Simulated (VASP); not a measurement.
Consider the following.

```
KCl
1.0
    4.31368     0.00000     0.00000
   -2.15684     3.73576     0.00000
    0.00000     0.00000     7.60274
K Cl
2 2
Direct
  0.00000   0.00000   0.00000
  0.00000   0.00000   0.50000
  0.33333   0.66667   0.25000
  0.66667   0.33333   0.75000
```

All values below come from PBEsol GGA, VASP's PBE PAW potentials (set 64) (plane waves; VASP). Numerical set-up: 400 eV cut-off, Gaussian smearing of 0.050 eV, potentials K_sv Cl.

Task: Give the energies of bands 11 to 19 at the high-symmetry points, in eV from the valence-band maximum.

Result: 
| band | Γ | M | K | A | L | H |
|---|---|---|---|---|---|---|
| 11 | -1.19 | -1.13 | -0.86 | -0.73 | -0.96 | -0.73 |
| 12 | -0.29 | -0.66 | -0.72 | -0.73 | -0.96 | -0.73 |
| 13 | -0.29 | -0.58 | -0.72 | -0.15 | -0.44 | -0.61 |
| 14 | -0.16 | -0.46 | -0.49 | -0.15 | -0.44 | -0.61 |
| 15 | 0.00 | -0.37 | -0.49 | -0.15 | -0.29 | -0.48 |
| 16 | 0.00 | -0.22 | -0.35 | -0.15 | -0.29 | -0.48 |
| 17 | 5.01 | 6.64 | 7.63 | 6.24 | 7.28 | 7.98 |
| 18 | 7.22 | 7.70 | 7.63 | 6.24 | 7.28 | 7.98 |
| 19 | 7.45 | 7.71 | 8.24 | 7.87 | 7.79 | 8.27 |

The gap is direct, 5.01 eV, from the valence maximum at Γ to the conduction minimum at Γ.

The structure was generated: KCl was put into the NiAs type type (P6_3/mmc), which need not be its known phase. It was relaxed first, which changed the volume by -11 %.
